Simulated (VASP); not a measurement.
Input:

```yaml
crystal:
  lattice:
    - [3.96816, 0.00000, 0.00000]
    - [0.00000, 3.96816, 0.00000]
    - [0.00000, 0.00000, 3.96816]
  atoms:
    - { symbol: Sr, position: [0.00000, 0.00000, 0.00000] }
    - { symbol: Ti, position: [0.50000, 0.50000, 0.50000] }
    - { symbol: O, position: [0.50000, 0.00000, 0.50000] }
    - { symbol: O, position: [0.00000, 0.50000, 0.50000] }
    - { symbol: O, position: [0.50000, 0.50000, 0.00000] }
```

The numbers are results of revPBE GGA, VASP's PBE PAW potentials (set 64) (plane waves; VASP), not measurements. Numerical set-up: 520 eV cut-off, Gaussian smearing of 0.050 eV, potentials Sr_sv Ti_sv O.

Question: Predict the band gap (along the path) with the smallest direct gap where there is one.

Answer: 
```
Quantity                               Result
------------------------------------  -------
band gap (along the path)             1.79 eV
smallest direct gap (along the path)  2.17 eV
```

Only differences to runs with the same potentials and settings are physical.

The compound is SrTiO3 in the cubic perovskite structure, the ideal cubic form; the compound distorts at low or room temperature. It was relaxed first.
